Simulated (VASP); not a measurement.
Here is the system:

```
RbBr
1.0
    0.00000     3.45249     3.45249
    3.45249     0.00000     3.45249
    3.45249     3.45249     0.00000
Rb Br
1 1
Cartesian
  0.00000   0.00000   0.00000
  3.45249   3.45249   3.45249
```

Method: PBE GGA, VASP's PBE PAW potentials (set 64) (plane waves; VASP 6.6.1). Settings: 300 eV cut-off, 7×7×7 Γ-centred mesh, Gaussian smearing of 0.010 eV, potentials Rb_sv Br.

### Question
Give the energies of bands 6 to 11 at the high-symmetry points, in eV from the valence-band maximum.

### Answer

| band | Γ | X | U | L | W |
|---|---|---|---|---|---|
| 6 | 0.00 | -0.47 | -0.48 | -0.95 | -0.47 |
| 7 | 0.00 | -0.16 | -0.41 | -0.34 | -0.34 |
| 8 | 0.00 | -0.16 | -0.26 | -0.34 | -0.34 |
| 9 | 4.31 | 5.63 | 6.34 | 6.76 | 7.06 |
| 10 | 7.27 | 7.05 | 8.02 | 7.64 | 7.06 |
| 11 | 7.27 | 9.10 | 8.10 | 9.42 | 8.17 |

The gap is direct, 4.31 eV, from the valence maximum at Γ to the conduction minimum at Γ.

The structure comes from a computed database's RbBr entry; how it stands against other phases isn't given here. The cell was not relaxed at this level.
